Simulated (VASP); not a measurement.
These are r2SCAN meta-GGA, VASP's PBE PAW potentials (set 64) (plane waves; VASP 6.6.1) values and carry that method's errors.

The input files of a VASP run:

File POSCAR:
```
Mg2ZnO3
1
    2.9952875829    -0.0000000000     0.0000000000
   -1.4976437915     2.5939950906     0.0000000000
    0.0000000000     0.0000000000     7.3094945197
Mg Zn O
2 1 3
Direct
  0.3333330000   0.6666670000   0.6658592842
  0.6666670000   0.3333330000   0.3341407158
  0.0000000000   0.0000000000   1.0000000000
  0.3333330000   0.6666670000   0.1721099064
  0.6666670000   0.3333330000   0.8278900936
  0.0000000000   0.0000000000   0.5000000000
```

**KPOINTS**
```
Automatic mesh
0
Gamma
8 8 3
0 0 0
```

**INCAR**
```
LWAVE = .False.
LCHARG = .False.
LASPH = .True.
ISMEAR = 0   ! Gaussian
ENCUT = 520   ! plane-wave cut-off (eV)
SIGMA = 0.05   ! width (eV)
ISIF = 3   ! ions, shape and volume
EDIFF = 1E-6
LMAXMIX = 4   ! l cut-off of mixed one-centre charges
LREAL = .False.
LMIXTAU = .True.
METAGGA = R2SCAN
ALGO = Normal   ! blocked Davidson
NELM = 100   ! most electronic steps
NSW = 60   ! most ionic steps
PREC = Accurate
IBRION = 2   ! conjugate gradients
EDIFFG = -0.02
SYSTEM = Mg2ZnO3
```

POTCAR, in this order: Mg Zn O (PBE.64 set). Program: vasp_std.

Output

File OUTCAR:
```
 ion  position               nearest neighbor table
   1  0.333  0.667  0.666-   5 2.10   5 2.10   5 2.10   6 2.11   6 2.11   6 2.11   2 2.98   2 2.98
                             2 2.98   3 2.99   3 2.99   3 2.99
   2  0.667  0.333  0.334-   4 2.10   4 2.10   4 2.10   6 2.11   6 2.11   6 2.11   1 2.98   1 2.98
                             1 2.98   3 2.99   3 2.99   3 2.99
   3  0.000  0.000  0.000-   4 2.14   5 2.14   4 2.14   5 2.14   5 2.14   4 2.14   1 2.99   2 2.99
                             1 2.99   2 2.99   1 2.99   2 2.99
   4  0.333  0.667  0.172-   2 2.10   2 2.10   2 2.10   3 2.14   3 2.14   3 2.14
   5  0.667  0.333  0.828-   1 2.10   1 2.10   1 2.10   3 2.14   3 2.14   3 2.14
   6  0.000  0.000  0.500-   1 2.11   2 2.11   1 2.11   2 2.11   2 2.11   1 2.11
  LATTYP: Found a hexagonal cell.
 ALAT       =     2.9952875829
 C/A-ratio  =     2.4403314598
 Subroutine PRICEL returns:
 Original cell was already a primitive cell.
 Subroutine GETGRP returns: Found 12 space group operations
The static configuration has the point symmetry D_3d.
The dynamic configuration has the point symmetry D_3d.
 Subroutine INISYM returns: Found 12 space group operations
 Subroutine IBZKPT returns following result:
 Found     25 irreducible k-points:

 Following reciprocal coordinates:
            Coordinates               Weight
  0.000000  0.000000  0.000000      1.000000
...
```

File OSZICAR:
```
       N       E                     dE             d eps       ncg     rms          rms(c)
DAV:   1     0.274722114301E+03    0.27472E+03   -0.17886E+04  1058   0.195E+03
DAV:   2    -0.326895978723E+02   -0.30741E+03   -0.29119E+03  1243   0.434E+02
DAV:   3    -0.621330192768E+02   -0.29443E+02   -0.29289E+02  1235   0.143E+02
DAV:   4    -0.626885848646E+02   -0.55557E+00   -0.55459E+00  1265   0.207E+01
DAV:   5    -0.626942352939E+02   -0.56504E-02   -0.56497E-02  1210   0.217E+00    0.135E+01
DAV:   6    -0.528317575010E+02    0.98625E+01   -0.13378E+01  1547   0.724E+01    0.754E+00
DAV:   7    -0.496517623061E+02    0.31800E+01   -0.38745E+00  1128   0.189E+01    0.496E+00
DAV:   8    -0.539749117699E+02   -0.43231E+01   -0.17124E+00  1305   0.340E+01    0.186E+00
DAV:   9    -0.499379444503E+02    0.40370E+01   -0.74079E-01  1265   0.248E+01    0.501E-01
DAV:  10    -0.503473925889E+02   -0.40945E+00   -0.34277E-01  1085   0.631E+00    0.289E-01
DAV:  11    -0.502644920040E+02    0.82901E-01   -0.50687E-02  1225   0.324E+00    0.204E-01
DAV:  12    -0.502744354636E+02   -0.99435E-02   -0.14888E-02  1223   0.199E+00    0.126E-01
DAV:  13    -0.502698007717E+02    0.46347E-02   -0.57419E-03  1125   0.818E-01    0.281E-02
DAV:  14    -0.502736515937E+02   -0.38508E-02   -0.66834E-04  1336   0.403E-01    0.116E-02
DAV:  15    -0.502740156884E+02   -0.36409E-03   -0.36011E-04  1135   0.232E-01    0.700E-03
DAV:  16    -0.502741758983E+02   -0.16021E-03   -0.78139E-05  1160   0.996E-02    0.890E-03
DAV:  17    -0.502740753905E+02    0.10051E-03   -0.11507E-05  1240   0.390E-02    0.381E-03
DAV:  18    -0.502740906673E+02   -0.15277E-04   -0.13178E-06   845   0.225E-02    0.106E-03
DAV:  19    -0.502740798713E+02    0.10796E-04   -0.68307E-07   685   0.902E-03    0.935E-04
DAV:  20    -0.502740889401E+02   -0.90689E-05   -0.32555E-07   620   0.107E-02    0.111E-03
DAV:  21    -0.502740818899E+02    0.70503E-05   -0.94131E-08   590   0.811E-03    0.327E-04
DAV:  22    -0.502740815503E+02    0.33955E-06   -0.33704E-08   575   0.204E-03
   1 F= -.50274082E+02 E0= -.50274082E+02  d E =-.502741E+02
       N       E                     dE             d eps       ncg     rms          rms(c)
DAV:   1    -0.502898514204E+02   -0.15770E-01   -0.34023E-01  1323   0.102E+01    0.892E-01
DAV:   2    -0.502765700755E+02    0.13281E-01   -0.58906E-02  1333   0.493E+00    0.292E-01
DAV:   3    -0.502754887011E+02    0.10814E-02   -0.28031E-03  1571   0.117E+00    0.150E-01
DAV:   4    -0.502738310675E+02    0.16576E-02   -0.14007E-03  1625   0.882E-01    0.349E-02
DAV:   5    -0.502752459416E+02   -0.14149E-02   -0.71816E-04  1085   0.333E-01    0.165E-02
DAV:   6    -0.502749886494E+02    0.25729E-03   -0.53050E-05  1195   0.883E-02    0.539E-03
DAV:   7    -0.502751173209E+02   -0.12867E-03   -0.89151E-06  1195   0.330E-02    0.317E-03
DAV:   8    -0.502751325570E+02   -0.15236E-04   -0.90695E-06  1220   0.293E-02    0.502E-03
DAV:   9    -0.502751485715E+02   -0.16014E-04   -0.27443E-06   993   0.180E-02    0.102E-03
DAV:  10    -0.502751323092E+02    0.16262E-04   -0.20764E-07   615   0.595E-03    0.734E-04
DAV:  11    -0.502751457147E+02   -0.13405E-04   -0.18908E-07   570   0.452E-03    0.475E-04
DAV:  12    -0.502751449529E+02    0.76180E-06   -0.37429E-08   560   0.268E-03
   2 F= -.50275145E+02 E0= -.50275145E+02  d E =-.106340E-02
       N       E                     dE             d eps       ncg     rms          rms(c)
DAV:   1    -0.502758696087E+02   -0.72389E-03   -0.14116E-02  1347   0.209E+00    0.182E-01
DAV:   2    -0.502752670348E+02    0.60257E-03   -0.24554E-03  1333   0.982E-01    0.596E-02
DAV:   3    -0.502751135275E+02    0.15351E-03   -0.11373E-04  1547   0.242E-01    0.309E-02
DAV:   4    -0.502753079734E+02   -0.19445E-03   -0.58490E-05  1630   0.184E-01    0.706E-03
DAV:   5    -0.502751839371E+02    0.12404E-03   -0.30877E-05  1080   0.704E-02    0.333E-03
DAV:   6    -0.502752426887E+02   -0.58752E-04   -0.19837E-06   800   0.179E-02    0.133E-03
DAV:   7    -0.502752174627E+02    0.25226E-04   -0.75123E-07   655   0.124E-02    0.101E-03
DAV:   8    -0.502752137373E+02    0.37254E-05   -0.12558E-07   540   0.548E-03    0.481E-04
DAV:   9    -0.502752180466E+02   -0.43094E-05   -0.13577E-07   540   0.375E-03    0.607E-04
DAV:  10    -0.502752113763E+02    0.66703E-05   -0.92715E-08   535   0.450E-03    0.185E-04
DAV:  11    -0.502752144367E+02   -0.30604E-05   -0.23106E-08   525   0.306E-03    0.188E-04
DAV:  12    -0.502752137805E+02    0.65620E-06   -0.31026E-09   525   0.541E-04
   3 F= -.50275214E+02 E0= -.50275214E+02  d E =-.113223E-02
       N       E                     dE             d eps       ncg     rms          rms(c)
DAV:   1    -0.502752526329E+02   -0.38196E-04   -0.76439E-04  1352   0.486E-01    0.423E-02
DAV:   2    -0.502752121935E+02    0.40439E-04   -0.13264E-04  1333   0.229E-01    0.138E-02
DAV:   3    -0.502751876819E+02    0.24512E-04   -0.58074E-06  1325   0.563E-02    0.728E-03
DAV:   4    -0.502752385316E+02   -0.50850E-04   -0.21264E-06   783   0.401E-02    0.155E-03
DAV:   5    -0.502752002904E+02    0.38241E-04   -0.25441E-06   916   0.231E-02    0.130E-03
DAV:   6    -0.502752110191E+02   -0.10729E-04   -0.15809E-07   525   0.683E-03    0.412E-04
DAV:   7    -0.502752129550E+02   -0.19359E-05   -0.64895E-08   525   0.242E-03    0.267E-04
DAV:   8    -0.502752099011E+02    0.30539E-05   -0.15891E-08   525   0.154E-03    0.286E-04
DAV:   9    -0.502752097407E+02    0.16037E-06   -0.10271E-08   525   0.107E-03
   4 F= -.50275210E+02 E0= -.50275210E+02  d E =-.112819E-02
       N       E                     dE             d eps       ncg     rms          rms(c)
DAV:   1    -0.502753387914E+02   -0.12889E-03   -0.31773E-02  1050   0.151E+00    0.619E-02
DAV:   2    -0.502753148852E+02    0.23906E-04   -0.83743E-04  1295   0.258E-01    0.397E-02
DAV:   3    -0.502752771504E+02    0.37735E-04   -0.20860E-05  1195   0.615E-02    0.195E-02
DAV:   4    -0.502752988453E+02   -0.21695E-04   -0.18394E-05  1065   0.544E-02    0.456E-03
DAV:   5    -0.502752814335E+02    0.17412E-04   -0.94737E-06  1060   0.401E-02    0.192E-03
DAV:   6    -0.502752893360E+02   -0.79025E-05   -0.10448E-06   800   0.119E-02    0.134E-03
DAV:   7    -0.502752923181E+02   -0.29822E-05   -0.67556E-07   610   0.994E-03    0.942E-04
DAV:   8    -0.502752909667E+02    0.13514E-05   -0.17852E-07   530   0.632E-03    0.634E-04
DAV:   9    -0.502752908367E+02    0.13004E-06   -0.49675E-08   525   0.259E-03
   5 F= -.50275291E+02 E0= -.50275291E+02  d E =-.810960E-04
```

OUTCAR:
```
------------------------ aborting loop because EDIFF is reached ----------------------------------------
  FORCE on cell =-STRESS in cart. coord.  units (eV):
  Direction    XX          YY          ZZ          XY          YZ          ZX
  --------------------------------------------------------------------------------------
  Total        0.0050805      0.0050805      0.0276725     -0.0000000     -0.0000000      0.0000000
  in kB        0.1440873      0.1440873      0.7848086     -0.0000000     -0.0000000      0.0000000
  external PRESSURE =       0.3576611 kB  Pullay stress =       0.0000000 kB
  volume of cell :       56.49
      direct lattice vectors                 reciprocal lattice vectors
     2.988605554  0.000000000 -0.000000000     0.334604210  0.193183834  0.000000000
    -1.494302777  2.588208284  0.000000000    -0.000000000  0.386367668 -0.000000000
    -0.000000000  0.000000000  7.303441369     0.000000000 -0.000000000  0.136921754
 POSITION                                       TOTAL-FORCE (eV/Angst)
 -----------------------------------------------------------------------------------
     -0.00000      1.72547      4.86148        -0.000000     -0.000000     -0.010672
      1.49430      0.86274      2.44196        -0.000000      0.000000      0.010672
      0.00000      0.00000     -0.00000        -0.000000     -0.000000      0.000000
     -0.00000      1.72547      1.26053         0.000000      0.000000      0.011178
      1.49430      0.86274      6.04291        -0.000000     -0.000000     -0.011178
     -1.49430      2.58821      3.65172        -0.000000     -0.000000      0.000000
 -----------------------------------------------------------------------------------
    total drift:                               -0.000000     -0.000000      0.000000
  FREE ENERGIE OF THE ION-ELECTRON SYSTEM (eV)
  ---------------------------------------------------
  free  energy   TOTEN  =       -50.2752908367 eV

  energy  without entropy=      -50.2752908367  energy(sigma->0) =      -50.27529084

 reached required accuracy - stopping structural energy minimisation
```
(Selected blocks of OUTCAR.)

File CONTCAR:
```
Mg2ZnO3
   1.00000000000000
     2.9886055539600314    0.0000000000001288   -0.0000000000000000
    -1.4943027770297925    2.5882082841092240    0.0000000000000000
    -0.0000000000000000    0.0000000000000000    7.3034413688179187
  Mg              Zn              O
     2     1     3
Direct
     0.3333330000000032    0.6666669999999968    0.6656419689098186
     0.6666669999999968    0.3333330000000032    0.3343580310901814
     0.0000000000000000    0.0000000000000000    0.0000000000000000
     0.3333330000000032    0.6666669999999968    0.1725936583611748
     0.6666669999999968    0.3333330000000032    0.8274063416388252
     0.0000000000000000    1.0000000000000000    0.5000000000000000
```

The structure comes from a computed database's Mg2ZnO3 entry (P-3m1); how it stands against other phases isn't given here. This run relaxes it. Symmetry was kept, so distortions that lower it aren't found. The start is the result of an earlier pass.
